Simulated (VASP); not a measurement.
KMgF$_{3}$ (cubic perovskite), at 1.04 of the tabulated volume:

```xyz
5
Lattice="4.0425 0.0000 0.0000 0.0000 4.0425 0.0000 0.0000 0.0000 4.0425" Properties=species:S:1:pos:R:3 pbc="T T T"
K      0.0000     0.0000     0.0000
Mg     2.0213     2.0213     2.0213
F      2.0213     0.0000     2.0213
F      0.0000     2.0213     2.0213
F      2.0213     2.0213     0.0000
```

The lowest empty band near Γ, direction [100], from PBE with spin-orbit coupling in VASP (PAW); its two spin partners are averaged. The gap over the points computed is 6.98 eV, and the next band on that side lies 3.03 eV away at the edge.

Settings: 520 eV cut-off, 6×6×6 Γ-centred mesh, Gaussian smearing of 0.050 eV, potentials K_sv Mg F.

```json
[
 {"distance from the edge in k (1/Å)": "0.025", "distance in energy (meV)": "4.7"},
 {"distance from the edge in k (1/Å)": "0.035", "distance in energy (meV)": "9.1"},
 {"distance from the edge in k (1/Å)": "0.050", "distance in energy (meV)": "18.5"},
 {"distance from the edge in k (1/Å)": "0.070", "distance in energy (meV)": "36.2"}
]
```

Task: Fit E(1 + αE) = ħ²k²/2m* (ħ²/2m0 = 3.810 eV Å²) and predict the row at 0.095 1/Å.

Result: The rows don't resolve α, so a parabola serves: the electron mass is m* = 0.515 m0, and so 66.7 meV. The run gave 66.3 meV, -0.4 meV from the fit.

Left out are points under 3 meV from the edge, since the levels carry 0.1 meV, and points farther than half the way to the next band.

The compound is KMgF3 in the cubic perovskite structure. The cell was not relaxed at this level.
